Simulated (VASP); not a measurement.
# HgIr: structure and properties in VASP, part 2 of 2

Wanted: the relaxed cell of HgIr and its properties. The cell is invented: it takes the structure of a Materials Project entry for ZnIr (space group 187 there), with some of its atoms replaced by other elements, volume scaled by an estimate. It may not be a known or stable phase.

VASP 6.6.1, plane waves and PAW; the level of theory is named at each step.

Still holding for the runs below: This run has no spin polarisation. Its electron count is odd, so without a moment it is a metal by construction.

So far. Step 4 (Single point with fields (revPBE + D3(BJ))): In this run the pressure is -0.01 GPa, small enough to go on; single stress components reach 0.02 GPa. Step 5 (Bands along the symmetry lines (revPBE + D3(BJ))): There is no gap at this level. The relaxed cell has a = 2.878, c = 4.651 Å (conventional setting).

## 6. Density of states (revPBE + D3(BJ)) (continued)

The density of states has structure finer than the step of the table below, so its rows give means over 0.5 eV, whole bins alone (the curve runs from -12.0 to 7.99 eV). Peaks (eV: height): total -8.36: 5.63, -7.59: 12.9, -7.12: 6.65, -6.80: 3.91, -2.86: 3.38, -0.31: 3.38; Ir d -7.59: 1.15, -2.86: 2.35, -2.23: 1.83, -1.79: 2.09, -0.83: 2.21, -0.31: 2.94, 1.09: 1.30; Hg d -8.36: 4.40, -7.59: 9.74, -7.12: 5.70, -6.80: 3.51.

States under -12.0 eV and over 8.0 eV are left out. Table of density of states by energy, zero at the Fermi level; means over each step; values in states/eV/cell:

```tsv
energy (eV)	total	Ir d	Hg d
-11.5	0	0	0
-11.0	0.00490	4.3e-5	2.9e-4
-10.5	0.112	0.00105	0.00989
-10.0	0.247	0.00253	0.0423
-9.5	1.07	0.0197	0.635
-9.0	1.90	0.0444	1.32
-8.5	4.14	0.137	3.22
-8.0	2.84	0.0646	2.29
-7.5	5.37	0.315	4.17
-7.0	4.11	0.0982	3.53
-6.5	1.39	0.0314	1.15
-6.0	0.856	0.0347	0.639
-5.5	0.526	0.0830	0.207
-5.0	0.887	0.302	0.208
-4.5	1.26	0.591	0.198
-4.0	1.68	0.945	0.220
-3.5	1.66	1.02	0.203
-3.0	2.32	1.57	0.128
-2.5	2.06	1.35	0.121
-2.0	2.15	1.49	0.153
-1.5	1.78	1.23	0.135
-1.0	2.53	1.93	0.166
-0.5	2.36	1.94	0.119
0.0	1.39	1.14	0.0621
0.5	1.04	0.747	0.0508
1.0	1.34	0.922	0.0553
1.5	0.719	0.377	0.0411
2.0	0.525	0.231	0.0358
2.5	0.554	0.230	0.0331
3.0	0.695	0.254	0.0383
3.5	0.563	0.163	0.0333
4.0	0.489	0.120	0.0324
4.5	0.720	0.157	0.0476
5.0	0.919	0.173	0.0602
5.5	0.624	0.0954	0.0441
6.0	0.588	0.0938	0.0472
6.5	0.692	0.105	0.0593
7.0	0.870	0.120	0.0771
7.5	0.730	0.0994	0.0655
```

The finer mesh and the other smearing move the Fermi level by +0.05 eV from the 9×9×5 run, one measure of the sampling error in the zero of the bands above. Of the states within 0.3 eV of the Fermi level, the largest shares in the PAW spheres are Ir d 82 %. The rest lies in smaller channels or between the spheres.

## 7. Bands along the symmetry lines (revPBE + D3(BJ) + SOC)

This step: revPBE with D3(BJ), spin-orbit coupling; plane waves and PAW (Hg, Ir); invented cell (VASP 6.6.1).

The mesh alone shows little of the dispersion and can miss band extrema, so KPOINTS_OPT adds a path through the symmetry points after the self-consistent cycle. Spin-orbit coupling needs spinors and the noncollinear program, where each band holds one electron.

Input file INCAR:

```
SYSTEM = HgIr
PREC = Accurate
ENCUT = 400
EDIFF = 1E-06
NELM = 100
ISMEAR = 1
SIGMA = 0.2
LREAL = .FALSE.
ALGO = Normal
GGA = RE
IVDW = 12
LNONCOLLINEAR = .TRUE.
MAGMOM = 0 0 0 0 0 0
NBANDS = 32
GGA_COMPAT = .FALSE.
LASPH = .TRUE.
LSORBIT = .TRUE.
LMAXMIX = 4
LORBIT = 11
LWAVE = .FALSE.
LCHARG = .FALSE.
```

Input file POSCAR:

```
HgIr
1.0
    2.8783549287      0.0000000000      0.0000000000
   -1.4391774644      2.4927290308      0.0000000000
    0.0000000000      0.0000000000      4.6506731072
Hg Ir
1 1
Direct
    0.6666666700      0.3333333300      0.5000000000
    0.0000000000      0.0000000000      0.0000000000
```

Input file KPOINTS:

```
Automatic mesh
0
Gamma
7 7 4
0 0 0
```

Input file KPOINTS_OPT:

```
Line mode
16
Line-mode
Reciprocal
  0.00000000   0.00000000   0.00000000 GAMMA
  0.50000000   0.00000000   0.00000000 M

  0.50000000   0.00000000   0.00000000 M
  0.33333333   0.33333333   0.00000000 K

  0.33333333   0.33333333   0.00000000 K
  0.00000000   0.00000000   0.00000000 GAMMA

  0.00000000   0.00000000   0.00000000 GAMMA
  0.00000000   0.00000000   0.50000000 A

  0.00000000   0.00000000   0.50000000 A
  0.50000000   0.00000000   0.50000000 L

  0.50000000   0.00000000   0.50000000 L
  0.33333333   0.33333333   0.50000000 H

  0.33333333   0.33333333   0.50000000 H
  0.00000000   0.00000000   0.50000000 A

  0.50000000   0.00000000   0.50000000 L
  0.50000000   0.00000000   0.00000000 M

  0.33333333   0.33333333   0.00000000 K
  0.33333333   0.33333333   0.50000000 H
```

The projector-augmented-wave data sets are Hg and Ir (PBE family, release 64).

Started as:

```console
> mpirun -np 1 vasp_ncl
```

It took 1.7 min on 1 MPI rank of AMD EPYC 9R14 (Zen 4), shared host; peak memory 0.22 GiB.

LASPH is on here and off in scalar runs of this session, so a comparison with those holds both changes.

This step gave:

```
bands                   : 32
irreducible k points    : 36
free energy (TOTEN)     : -10.02 eV
energy at zero smearing : -10.02 eV
Fermi energy            : 6.649 eV
pressure                : -0.2645 GPa
```

On-site spin-orbit energy by atom:

```tsv
atom	on-site spin-orbit energy (eV)
Hg1	-0.652
Ir2	-0.841
```

The electronic bands at the labelled points (eV, zero at the Fermi level; # counts the bands kept in this run):

```tsv
point	#17	#18	#19	#20	#21	#22	#23	#24
Γ	-1.79	-1.79	-1.46	-1.46	-0.47	-0.47	0.20	0.20
0.47 of the way	-2.42	-2.42	-0.93	-0.93	-0.17	-0.17	3.18	3.18
M	-1.25	-1.25	-0.39	-0.39	1.21	1.21	2.82	2.82
0.47 of the way	-1.64	-1.60	-0.88	-0.83	1.02	1.12	2.73	2.77
K	-2.01	-1.65	-1.45	-1.36	1.17	1.53	2.67	3.02
0.53 of the way	-2.87	-2.71	-0.49	-0.47	-0.28	-0.21	3.69	3.71
Γ	-1.79	-1.79	-1.46	-1.46	-0.47	-0.47	0.20	0.20
0.53 of the way	-2.72	-2.62	-1.68	-1.68	-0.36	-0.36	0.15	0.20
A	-2.57	-2.57	-1.60	-1.60	-0.36	-0.36	0.15	0.15
0.47 of the way	-2.01	-2.01	-0.86	-0.86	-0.66	-0.66	-0.21	-0.21
L	-1.17	-1.17	-0.77	-0.77	0.90	0.90	1.27	1.27
0.47 of the way	-1.34	-1.33	-0.47	-0.37	0.38	0.55	3.17	3.25
H	-2.58	-2.12	-0.57	-0.41	2.31	2.92	3.66	3.91
0.47 of the way	-1.76	-1.74	-0.90	-0.86	-0.56	-0.51	0.49	0.56
A	-2.57	-2.57	-1.60	-1.60	-0.36	-0.36	0.15	0.15
jump to L	-1.17	-1.17	-0.77	-0.77	0.90	0.90	1.27	1.27
0.53 of the way	-1.08	-0.84	-0.69	-0.59	1.14	1.18	1.80	1.84
M	-1.25	-1.25	-0.39	-0.39	1.21	1.21	2.82	2.82
jump to K	-2.01	-1.65	-1.45	-1.36	1.17	1.53	2.67	3.02
0.47 of the way	-2.00	-2.00	-1.25	-1.21	2.07	2.16	2.90	3.18
H	-2.58	-2.12	-0.57	-0.41	2.31	2.92	3.66	3.91
```

Of the projections kept (Hg, Ir), the largest for each band there, as a share of the weight inside these atoms' spheres; weight between the spheres isn't counted:

```tsv
point	#17	#18	#19	#20	#21	#22	#23	#24
Γ	Ir 0.98	Ir 0.98	Ir 0.52	Ir 0.52	Ir 0.97	Ir 0.97	Ir 0.98	Ir 0.98
M	Hg 0.72	Hg 0.72	Ir 0.91	Ir 0.91	Ir 0.99	Ir 0.99	Ir 0.79	Ir 0.79
K	Ir 0.75	Ir 0.66	Ir 0.80	Ir 0.83	Hg 0.63	Hg 0.55	Hg 0.70	Ir 0.78
Γ	Ir 0.98	Ir 0.98	Ir 0.52	Ir 0.52	Ir 0.97	Ir 0.97	Ir 0.98	Ir 0.98
A	Ir 0.94	Ir 0.94	Ir 0.97	Ir 0.97	Ir 0.97	Ir 0.97	Ir 0.98	Ir 0.98
L	Hg 0.69	Hg 0.69	Ir 0.92	Ir 0.92	Ir 0.83	Ir 0.83	Ir 0.96	Ir 0.96
```

There is no gap at this level.

## 8. Results

- relaxed volume: 16.68 Å³/atom
- relaxed conventional cell a, b, c: 2.878, 2.878, 4.651 Å; angles 90.0, 90.0, 120.0°
- space group after relaxing, within 0.02 Å: P-6m2 (No. 187)
- band gap: none, a metal
- DOS at the Fermi level: 0.974 states/eV/cell
- band gap (revPBE + D3(BJ) + SOC): none, a metal

With revPBE + D3(BJ), HgIr relaxes to 16.68 Å³/atom in space group P-6m2 (held by the symmetry of the run) and comes out as a metal. Bands along the symmetry lines (revPBE + D3(BJ)): Of the bands kept, 2 cross the Fermi level on this path. Bands along the symmetry lines (revPBE + D3(BJ) + SOC): Of the bands kept, 4 cross the Fermi level on this path (spinor bands, one electron each). LASPH was switched on together with spin-orbit coupling, so shifts put down to the coupling hold both changes, and that of the mesh where it differs. The k-sampling is coarse for a metal, so the Fermi level, pressures and the shape of the cell carry errors. With an odd electron count and no spin the cell is a metal by construction. No search among competing phases was made. All values are for a static lattice at zero temperature.

[Lines on the potential files, build, host, timing and source positions are cut from VASP's logs without a mark.]

[Logs are printed without paths, hosts, clocks, repeated set-up lines and the standing remarks that a program may print on its own settings, such as how far it seeks lower states.]

[Hosts, paths, dates, database ids (printed as entryN), source tags and the programs' standing remarks are cut or masked in the printed files.]

[A measured line is paired with the nearest computed mode of its activity, which favours agreement.]

[In band tables of VASP the shares of atoms and orbitals are scaled to a sum of 1 inside the atoms' spheres.]
